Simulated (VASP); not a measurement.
Li (bcc): the cohesive energy from VASP (plane waves, PAW) at several levels of theory. Atoms are spin-polarised in a large box without symmetry, with the spin fixed by Hund's rule, and may not be in the lowest state of each functional; no zero-point energy is added.

```
level   cohesive energy (eV/atom)  error against measurement
------  -------------------------  -------------------------
LDA                          1.81                     +8.4 %
PBE                          1.60                     -3.9 %
PBEsol                       1.68                     +0.5 %
```

Measured: 1.67 eV/atom at 0 K (as given by Gábor I. Csonka et al., Physical Review B (2009), arXiv:0903.4037; from 0 K enthalpies of formation; zero-point vibration energy (9/8 kB θD) added).

The cell of the LDA run:

```xyz
1
Lattice="-1.6816 1.6816 1.6816 1.6816 -1.6816 1.6816 1.6816 1.6816 -1.6816" Properties=species:S:1:pos:R:3 pbc="T T T"
Li     0.0000     0.0000     0.0000
```

Only levels that ran to the end are used. Left out are those held back, those with too coarse a band path, GW runs whose mesh misses a band edge, hybrids' fits of cells that aren't cubic and levels without matching references; a question may draw on a part of the rest.

The compound is Li in the bcc structure.
